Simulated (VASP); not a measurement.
Calculation: PBE GGA, VASP's PBE PAW potentials (set 64) (plane waves; VASP).

A VASP calculation is set up with these files.

INCAR:
```
# general
SYSTEM   =  Na
PREC     =  Accurate
ENCUT    =  480   # plane-wave cut-off (eV)
LREAL    =  F   # projection in real space or not
LASPH    =  T   # aspherical one-centre terms

# electronic loop
EDIFF    =  1E-7   # SCF stop (eV)
NELM     =  100
ALGO     =  Normal

# smearing
ISMEAR   =  1
SIGMA    =  0.1   # width (eV)

# functional
GGA      =  PE

# ions
IBRION   =  2   # conjugate gradients
NSW      =  40
ISIF     =  3
EDIFFG   =  -0.01   # ionic stop
PSTRESS  =  200

# output
LWAVE    =  F
LCHARG   =  F
```

### POSCAR
```
Na
1
   -2.0793998238     2.0793998238     2.0793998238
    2.0793998238    -2.0793998238     2.0793998238
    2.0793998238     2.0793998238    -2.0793998238
Na
1
Direct
  0.0000000000   0.0000000000   0.0000000000
```

**KPOINTS**
```
Automatic mesh
0
Gamma
12 12 12
0 0 0
```

POTCAR, in this order: Na_pv (PBE.64 set). Program: vasp_std.

The resulting files:

OSZICAR:
```
...
DAV:   6    -0.641166543666E+00    0.45599E-05   -0.54271E-06  1057   0.600E-02    0.421E-04
DAV:   7    -0.641166511268E+00    0.32398E-07   -0.32153E-08   595   0.373E-03
   3 F= 0.16486070E+01 E0= 0.16488305E+01  d E =-.153340E+01
       N       E                     dE             d eps       ncg     rms          rms(c)
DAV:   1    -0.684263993693E+00   -0.43097E-01   -0.29275E-01  1008   0.132E+01    0.645E-01
DAV:   2    -0.677752664773E+00    0.65113E-02   -0.79606E-03  1022   0.211E+00    0.326E-01
DAV:   3    -0.675626980242E+00    0.21257E-02   -0.37962E-03  1029   0.138E+00    0.328E-02
DAV:   4    -0.675480523498E+00    0.14646E-03   -0.15941E-04  1071   0.318E-01    0.305E-03
DAV:   5    -0.675479906292E+00    0.61721E-06   -0.68740E-07  1064   0.149E-02    0.105E-03
DAV:   6    -0.675479571250E+00    0.33504E-06   -0.33933E-07  1085   0.150E-02    0.833E-05
DAV:   7    -0.675479561325E+00    0.99246E-08   -0.87102E-10   525   0.561E-04
   4 F= 0.16490352E+01 E0= 0.16492569E+01  d E =-.153298E+01
       N       E                     dE             d eps       ncg     rms          rms(c)
DAV:   1    -0.674959949929E+00    0.51962E-03   -0.69482E-05  1008   0.201E-01    0.100E-02
DAV:   2    -0.674958460780E+00    0.14891E-05   -0.19454E-06  1036   0.330E-02    0.505E-03
DAV:   3    -0.674957906568E+00    0.55421E-06   -0.89472E-07  1015   0.212E-02    0.529E-04
DAV:   4    -0.674957881322E+00    0.25246E-07   -0.34323E-08   525   0.474E-03
   5 F= 0.16490154E+01 E0= 0.16492371E+01  d E =-.198630E-04
       N       E                     dE             d eps       ncg     rms          rms(c)
DAV:   1    -0.673409784795E+00    0.15481E-02   -0.62346E-04  1008   0.601E-01    0.301E-02
DAV:   2    -0.673395896548E+00    0.13888E-04   -0.17510E-05  1036   0.990E-02    0.152E-02
DAV:   3    -0.673391167858E+00    0.47287E-05   -0.80593E-06  1029   0.637E-02    0.159E-03
DAV:   4    -0.673390881481E+00    0.28638E-06   -0.31691E-07  1043   0.142E-02    0.127E-04
DAV:   5    -0.673390885272E+00   -0.37915E-08   -0.13378E-09   511   0.762E-04
   6 F= 0.16489582E+01 E0= 0.16491801E+01  d E =-.769913E-04
       N       E                     dE             d eps       ncg     rms          rms(c)
DAV:   1    -0.673373305772E+00    0.17576E-04   -0.85873E-08   525   0.716E-03    0.327E-04
DAV:   2    -0.673373307799E+00   -0.20270E-08   -0.20630E-09   511   0.104E-03
   7 F= 0.16489576E+01 E0= 0.16491794E+01  d E =-.621227E-06
       N       E                     dE             d eps       ncg     rms          rms(c)
DAV:   1    -0.673320583060E+00    0.52723E-04   -0.65916E-07  1022   0.196E-02    0.103E-03
DAV:   2    -0.673320575173E+00    0.78873E-08   -0.18545E-08   511   0.324E-03
   8 F= 0.16489557E+01 E0= 0.16491776E+01  d E =-.248413E-05
       N       E                     dE             d eps       ncg     rms          rms(c)
DAV:   1    -0.673215154329E+00    0.10543E-03   -0.25297E-06  1022   0.384E-02    0.207E-03
DAV:   2    -0.673215105799E+00    0.48530E-07   -0.71734E-08   511   0.637E-03
   9 F= 0.16489520E+01 E0= 0.16491739E+01  d E =-.620326E-05
       N       E                     dE             d eps       ncg     rms          rms(c)
DAV:   1    -0.673004391202E+00    0.21076E-03   -0.10136E-05  1008   0.768E-02    0.414E-03
DAV:   2    -0.673004164220E+00    0.22698E-06   -0.29025E-07   777   0.128E-02    0.212E-03
DAV:   3    -0.673004053850E+00    0.11037E-06   -0.13649E-07   511   0.833E-03    0.217E-04
DAV:   4    -0.673004052407E+00    0.14422E-08   -0.77439E-09   504   0.216E-03
  10 F= 0.16489447E+01 E0= 0.16491666E+01  d E =-.135166E-04
       N       E                     dE             d eps       ncg     rms          rms(c)
DAV:   1    -0.672583190849E+00    0.42086E-03   -0.45102E-05  1008   0.162E-01    0.809E-03
DAV:   2    -0.672582232870E+00    0.95798E-06   -0.12631E-06  1043   0.266E-02    0.408E-03
DAV:   3    -0.672581863554E+00    0.36932E-06   -0.58162E-07  1008   0.171E-02    0.426E-04
DAV:   4    -0.672581848615E+00    0.14939E-07   -0.22343E-08   504   0.383E-03
  11 F= 0.16489302E+01 E0= 0.16491521E+01  d E =-.280052E-04
       N       E                     dE             d eps       ncg     rms          rms(c)
DAV:   1    -0.671742244803E+00    0.83962E-03   -0.18059E-04  1008   0.324E-01    0.162E-02
DAV:   2    -0.671738280958E+00    0.39638E-05   -0.50571E-06  1022   0.532E-02    0.816E-03
DAV:   3    -0.671736875252E+00    0.14057E-05   -0.23326E-06  1036   0.343E-02    0.854E-04
DAV:   4    -0.671736799142E+00    0.76110E-07   -0.89564E-08   511   0.764E-03
  12 F= 0.16489021E+01 E0= 0.16491240E+01  d E =-.561762E-04
       N       E                     dE             d eps       ncg     rms          rms(c)
DAV:   1    -0.670066046385E+00    0.16708E-02   -0.72244E-04  1008   0.647E-01    0.324E-02
DAV:   2    -0.670049929713E+00    0.16117E-04   -0.20250E-05  1022   0.106E-01    0.163E-02
DAV:   3    -0.670044453814E+00    0.54759E-05   -0.93310E-06  1036   0.686E-02    0.171E-03
DAV:   4    -0.670044118805E+00    0.33501E-06   -0.36710E-07  1022   0.153E-02    0.136E-04
DAV:   5    -0.670044122659E+00   -0.38541E-08   -0.15995E-09   504   0.837E-04
  13 F= 0.16488489E+01 E0= 0.16490709E+01  d E =-.109284E-03
       N       E                     dE             d eps       ncg     rms          rms(c)
DAV:   1    -0.666736258950E+00    0.33079E-02   -0.28916E-03  1008   0.129E+00    0.648E-02
DAV:   2    -0.666671295467E+00    0.64963E-04   -0.81543E-05  1022   0.214E-01    0.326E-02
DAV:   3    -0.666649780527E+00    0.21515E-04   -0.37378E-05  1036   0.137E-01    0.343E-03
DAV:   4    -0.666648378967E+00    0.14016E-05   -0.14634E-06  1064   0.305E-02    0.268E-04
DAV:   5    -0.666648382402E+00   -0.34354E-08   -0.59844E-09   525   0.162E-03
  14 F= 0.16487557E+01 E0= 0.16489779E+01  d E =-.202484E-03
       N       E                     dE             d eps       ncg     rms          rms(c)
DAV:   1    -0.660168076259E+00    0.64803E-02   -0.11571E-02  1008   0.259E+00    0.130E-01
DAV:   2    -0.659906652782E+00    0.26142E-03   -0.32745E-04  1022   0.429E-01    0.653E-02
DAV:   3    -0.659821079324E+00    0.85573E-04   -0.14952E-04  1036   0.275E-01    0.690E-03
DAV:   4    -0.659815330484E+00    0.57488E-05   -0.58183E-06  1078   0.608E-02    0.531E-04
DAV:   5    -0.659815321411E+00    0.90726E-08   -0.23909E-08   525   0.327E-03
  15 F= 0.16486214E+01 E0= 0.16488439E+01  d E =-.336803E-03
       N       E                     dE             d eps       ncg     rms          rms(c)
DAV:   1    -0.647399243760E+00    0.12416E-01   -0.46314E-02  1008   0.517E+00    0.260E-01
DAV:   2    -0.646347055066E+00    0.10522E-02   -0.13198E-03  1022   0.861E-01    0.131E-01
DAV:   3    -0.646005103376E+00    0.34195E-03   -0.59802E-04  1036   0.550E-01    0.139E-02
DAV:   4    -0.645981747063E+00    0.23356E-04   -0.22996E-05  1078   0.121E-01    0.104E-03
DAV:   5    -0.645981662571E+00    0.84492E-07   -0.10467E-07   686   0.690E-03
  16 F= 0.16485623E+01 E0= 0.16487855E+01  d E =-.395944E-03
       N       E                     dE             d eps       ncg     rms          rms(c)
DAV:   1    -0.652066025418E+00   -0.60843E-02   -0.81925E-03  1008   0.219E+00    0.109E-01
DAV:   2    -0.651879604994E+00    0.18642E-03   -0.23042E-04  1022   0.360E-01    0.549E-02
DAV:   3    -0.651819828512E+00    0.59776E-04   -0.10651E-04  1029   0.232E-01    0.572E-03
DAV:   4    -0.651815561492E+00    0.42670E-05   -0.42467E-06  1071   0.520E-02    0.466E-04
DAV:   5    -0.651815524882E+00    0.36610E-07   -0.16376E-08   511   0.255E-03
  17 F= 0.16485529E+01 E0= 0.16487759E+01  d E =-.405287E-03
```

### OUTCAR
```
------------------------ aborting loop because EDIFF is reached ----------------------------------------
  FORCE on cell =-STRESS in cart. coord.  units (eV):
  Direction    XX          YY          ZZ          XY          YZ          ZX
  --------------------------------------------------------------------------------------
  Total        2.2913491      2.2913491      2.2913491      0.0000000     -0.0000000      0.0000000
  in kB      199.2158311    199.2158311    199.2158311      0.0000000     -0.0000000      0.0000000
  external PRESSURE =      -0.7841689 kB  Pullay stress =     200.0000000 kB
  volume of cell :       18.43
      direct lattice vectors                 reciprocal lattice vectors
    -1.663946404  1.663946404  1.663946404     0.000000000  0.300490448  0.300490448
     1.663946404 -1.663946404  1.663946404     0.300490448  0.000000000  0.300490448
     1.663946404  1.663946404 -1.663946404     0.300490448  0.300490448  0.000000000
 POSITION                                       TOTAL-FORCE (eV/Angst)
 -----------------------------------------------------------------------------------
      0.00000      0.00000      0.00000         0.000000      0.000000      0.000000
 -----------------------------------------------------------------------------------
    total drift:                                0.000000      0.000000      0.000000
  FREE ENERGIE OF THE ION-ELECTRON SYSTEM (eV)
  ---------------------------------------------------
  free  energy   TOTEN  =        -0.6518155249 eV

  energy  without entropy=       -0.6511467764  energy(sigma->0) =       -0.65159261
  enthalpy is  TOTEN    =         1.6485529404 eV   P V=        2.3003684653

 reached required accuracy - stopping structural energy minimisation
```
(Selected blocks of OUTCAR.)

CONTCAR:
```
Na
   1.00000000000000
    -1.6639464044934120    1.6639464044934120    1.6639464044934120
     1.6639464044934120   -1.6639464044934120    1.6639464044934120
     1.6639464044934120    1.6639464044934120   -1.6639464044934120
  Na
     1
Direct
     0.0000000000000000    0.0000000000000000    0.0000000000000000
```

Energy and stress use the plane-wave basis of the starting cell.

The compound is Na in the bcc structure. This run relaxes it under an external pressure of 20 GPa. Symmetry was kept, so distortions that lower it aren't found.
